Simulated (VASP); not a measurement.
Set up this calculation in VASP 6.6.1, as the native input.

| Property | Result |
| --- | --- |
| Task | single point |
| Functional | PBEsol |
| Potentials or basis | VASP PAW PBE potentials, release 64 (Co, Al, N) |
| Cutoff | 450 eV |
| k mesh | 3 × 3 × 2 |
| Occupations | gaussian, width 0.03 eV |
| Spin | collinear spin, ferromagnetic start |
| Hubbard terms | Co d U = 4 eV |
| Dq | 0 |
| Further INCAR settings | LREAL = Auto; ALGO = Normal; EDIFF = 1e-05; ISYM = 0 |

The structure of Al15CoN16 (a cell with a defect) lies in POSCAR:

```
Al15CoN16                               
1.0
    6.2200008610      0.0000000000      0.0000000000
   -3.1100004305      5.3866787572      0.0000000000
    0.0000000000      0.0000000000      9.9600000000
  Co              Al              N             
     1    15    16
Direct
     0.3341517704270011    0.1675337091565167    0.9986268575881685
     0.3333084205418342    0.1669409530537067    0.5008806357173993
     0.3379363147255389    0.6693135799170372    0.0024218680270976
     0.3339510972662337    0.6672380686215328    0.5003196588738066
     0.8339641960547760    0.1667853494807151    0.0019484193520286
     0.8339330870549705    0.1673855103684704    0.5003312334834322
     0.8342314921492290    0.6683784441478363    0.0017895668474089
     0.8342520243798512    0.6671848218070588    0.5001564605361865
     0.1648748101367810    0.3340946711668045    0.2496547545218947
     0.1686994961582306    0.3349962916813758    0.7516404109015153
     0.1653376916738098    0.8314039225744122    0.2493641839637951
     0.1685412995839319    0.8349688506858706    0.7515779124570001
     0.6649173311513612    0.3330972424968844    0.2489071407626827
     0.6687183504741792    0.3347287670578568    0.7509344471382082
     0.6671729768200897    0.8339379434412779    0.2516722080886704
     0.6680690483235984    0.8345314823067134    0.7506633865152035
     0.3277874094302373    0.1642741506264317    0.1902472888702413
     0.3346878730759592    0.1679867412414150    0.6920537909661256
     0.3347035766419281    0.6674185241787787    0.1926567685859928
     0.3345814263270291    0.6680694082177884    0.6914421200053485
     0.8317354611161482    0.1666423547430849    0.1923599254042243
     0.8352970110464106    0.1678571964727196    0.6913888731629833
     0.8320939939190466    0.6662934967801724    0.1922666274869010
     0.8352132861333771    0.6681279868546343    0.6912178275518631
     0.1672672189404861    0.3336686468383359    0.4409577166814423
     0.1670038057008919    0.3386334583756991    0.9435241307608662
     0.1676393802437668    0.8342918830474004    0.4406750349526277
     0.1672322010233522    0.8292054602514415    0.9432608251694683
     0.6656548040765845    0.3331267747808290    0.4404918619409739
     0.6756944291200940    0.3383775572267105    0.9404437720353233
     0.6674764723178163    0.8339956720128683    0.4421431643083005
     0.6693722439654421    0.8350950803876006    0.9415631273428269
```

These files were run (other wordings do the same):

INCAR

```
PREC = Accurate ; ENCUT = 450
EDIFF = 1E-5 ; ISMEAR = 0
SIGMA = 0.03 ; LREAL = Auto
LASPH = True ; NELM = 120
ALGO = Normal ; ISIF = 2
LWAVE = False ; LCHARG = False
ISPIN = 2 ; MAGMOM = 0.01 0 0 0 0 0 0 0 0 0 0 0 0 0 0 0 0 0 0 0 0 0 0 0 0 0 0 0 0 0 0 0
LORBIT = 11 ; LMAXMIX = 4
LDAU = True ; LDAUTYPE = 2
LDAUL = 2 -1 -1 ; LDAUU = 4 0 0
LDAUJ = 0 0 0 ; LDAUPRINT = 1
GGA = PS ; ISYM = 0
KPAR = 4
```

KPOINTS

```
Automatic mesh
0
Gamma
  3 3 2
```

Potentials or basis: VASP PAW PBE potentials, release 64 (Co, Al, N).

Launch:

```bash
$ cat potpaw_PBE.64/Co/POTCAR potpaw_PBE.64/Al/POTCAR potpaw_PBE.64/N/POTCAR > POTCAR
$ mpirun -np 4 vasp_std > vasp.out
```

Results of the run:

```yaml
Largest_force: 0.304 eV/Å
Band_gap_on_the_k_mesh: none (metal or under the smearing width)
Net_moment: 0.62 μB per cell
Site_moments: Co +0.62; Al +0.00, -0.00; N -0.04, +0.00, -0.00, -0.02, -0.01 μB
Valence_electrons_inside_the_program's_atomic_spheres: Co 8.36; Al 0.81, 0.82; N 3.79, 3.83, 3.85, 3.84, 3.80
```

Caveat: the k mesh is coarse (spacing up to 0.39 Å⁻¹), so the values aren't converged; the PAW data sets were made with another functional, which shifts forces and pressure a little.

Wall time 12 min on 4 MPI ranks on Intel(R) Xeon(R) 6975P-C (Granite Rapids), with other jobs on the host, peak memory 0.71 GiB a rank.
